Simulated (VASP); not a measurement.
An input for Ansatz (written as the equivalent of a VASP run, and not itself run):

Ansatz 0.2 input:
```yaml
crystal:
  lattice:
    - [0.0000000, 3.1061202, 3.1061202]
    - [3.1061202, 0.0000000, 3.1061202]
    - [3.1061202, 3.1061202, 0.0000000]
  atoms:
    - { symbol: Ga, position: [0.0000000, 0.0000000, 0.0000000] }
    - { symbol: Sb, position: [0.2500000, 0.2500000, 0.2500000] }
kpoints:
  mp_grid: { grid: [10, 10, 10] }
hamiltonian:
  xc: pbe
  pseudopotentials: { kind: paw }
scf:
  occupations: { method: methfessel_paxton, width: 0.1 }
  max_iter: 100
output: { forces: true, stress: true, eigenvalues: true }
```

Q: Translate this input to VASP (INCAR, KPOINTS, POSCAR, choice of POTCAR).

A: This is not unique; one that fits is 
File KPOINTS:
```
Automatic mesh
0
Gamma
10 10 10
0 0 0
```

**INCAR**
```
# general
SYSTEM   =  GaSb
PREC     =  Accurate
ENCUT    =  480
LREAL    =  F   # projection in real space or not
LASPH    =  T

# electronic loop
EDIFF    =  1E-7
NELM     =  100   # most electronic steps
ALGO     =  Normal   # blocked Davidson
LMAXMIX  =  4   # l cut-off of mixed one-centre charges

# smearing
ISMEAR   =  1   # Methfessel-Paxton
SIGMA    =  0.1   # width (eV)

# functional
GGA      =  PE

# ions
ISIF     =  2

# output
LWAVE    =  F
LCHARG   =  F
```

File POSCAR:
```
GaSb
1
    0.0000000000     3.1061202464     3.1061202464
    3.1061202464     0.0000000000     3.1061202464
    3.1061202464     3.1061202464     0.0000000000
Ga Sb
1 1
Direct
  0.0000000000   0.0000000000   0.0000000000
  0.2500000000   0.2500000000   0.2500000000
```

POTCAR, in this order: Ga_d Sb (PBE.64 set). Program: vasp_std.

What does not carry over: each code has its own PAW files, so the cut-off isn't converted (ENCUT is set for VASP's; basis.ecutwfc is left out, and Ansatz then takes the one that its files recommend); Ansatz stops its SCF on the density residual and VASP on the energy change (EDIFF).

The compound is GaSb in the zinc blende structure. It was relaxed first, which changed the volume by +6 %.
